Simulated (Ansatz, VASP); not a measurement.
# ScPd in VASP and in Ansatz

```
Sc Pd
1.0
     3.21734    0.00000    0.00000
     0.00000    3.21734    0.00000
     0.00000    0.00000    3.28300
Sc Pd
1 1
Direct
  0.50000 0.50000 0.50000
  0.00000 0.00000 0.00000
```

Change from the starting cell: equal xx and yy strain of -2 %.

Alike in both runs: task single point; functional PBEsol; k mesh 12 × 12 × 12; occupations fermi-dirac, width 0.05 eV; no spin polarisation.

|  | VASP | Ansatz |
| --- | --- | --- |
| version | VASP 6.6.1 | Ansatz 0.2.0 |
| potentials or method | VASP PAW PBE potentials, release 64 (Sc_sv, Pd), cutoff 520 eV | all-electron LAPW, scalar-relativistic |

|  | VASP | Ansatz | Ansatz less VASP |
| --- | --- | --- | --- |
| pressure (GPa) | 3.6 | 3.5 | -0.16 |
| largest component of the traceless stress (GPa) | 0.94 | 0.93 | -0.003 |

Ansatz ran all-electron here, so the differences hold the error of VASP's frozen core and of both bases.

Caveats: the PAW data sets were made with another functional, which shifts forces and pressure a little (VASP).
